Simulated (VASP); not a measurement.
An input for Quantum ESPRESSO's pw.x (written as the equivalent of a VASP run, and not itself run):

```
&CONTROL
  calculation = 'vc-relax'
  pseudo_dir = './pseudo'
  outdir = './out'
  tprnfor = .true.
  tstress = .true.
  nstep = 30
  forc_conv_thr = 0.00039
/
&SYSTEM
  ibrav = 0
  nat = 2
  ntyp = 1
  ecutwfc = 78
  occupations = 'smearing'
  smearing = 'methfessel-paxton'
  degauss = 0.00735
  input_dft = 'vdw-df-cx'
/
&ELECTRONS
  conv_thr = 7.3e-09
  electron_maxstep = 100
/
&IONS
/
&CELL
  cell_dofree = 'shape'
/
ATOMIC_SPECIES
  Sc 44.956 Sc.upf
CELL_PARAMETERS angstrom
     1.6068677   -2.7831764    0.0000000
     1.6068677    2.7831764    0.0000000
     0.0000000    0.0000000    4.9840504
ATOMIC_POSITIONS crystal
  Sc   0.3333330  0.6666670  0.2500000
  Sc   0.6666670  0.3333330  0.7500000
K_POINTS automatic
  13 13 7 0 0 0
```

**Question.** Write the VASP files for the same calculation (vdW-DF-cx).

**Answer.** This is not unique; one that fits is 
### INCAR
```
# general
SYSTEM   = Sc
PREC     = Accurate
ENCUT    = 520   # plane-wave cut-off (eV)
LREAL    = .False.   # projection in real space or not
LASPH    = .True.   # aspherical one-centre terms

# electronic loop
EDIFF    = 1E-7   # SCF stop (eV)
NELM     = 100
ALGO     = Normal   # blocked Davidson
LMAXMIX  = 4

# smearing
ISMEAR   = 1
SIGMA    = 0.1

# functional
GGA      = CX
LUSE_VDW = .True.
AGGAC    = 0.0

# ions
IBRION   = 2   # conjugate gradients
NSW      = 30   # most ionic steps
ISIF     = 4
EDIFFG   = -0.01   # ionic stop

# output
LWAVE    = .False.
LCHARG   = .False.
```

**POSCAR**
```
Sc
1
    1.6068676931    -2.7831764031     0.0000000000
    1.6068676931     2.7831764031     0.0000000000
    0.0000000000     0.0000000000     4.9840504437
Sc
2
Direct
  0.3333330000   0.6666670000   0.2500000000
  0.6666670000   0.3333330000   0.7500000000
```

### KPOINTS
```
Automatic
0
gamma
13 13 7
0 0 0
```

POTCAR, in this order: Sc_sv (PBE.64 set). Program: vasp_std.

Limits of the translation: the potentials are each code's own (VASP's PAW set, PseudoDojo norm-conserving files in pw.x), so ENCUT and ecutwfc are chosen apart and not converted; conv_thr bounds pw.x's estimated SCF error, while EDIFF bounds the energy change between steps; forc_conv_thr acts on force components and is met together with etot_conv_thr.

The compound is Sc in the hcp structure. This cell is one point of a volume scan, at 0.94 of the reference volume. Symmetry was kept, so distortions that lower it aren't found.
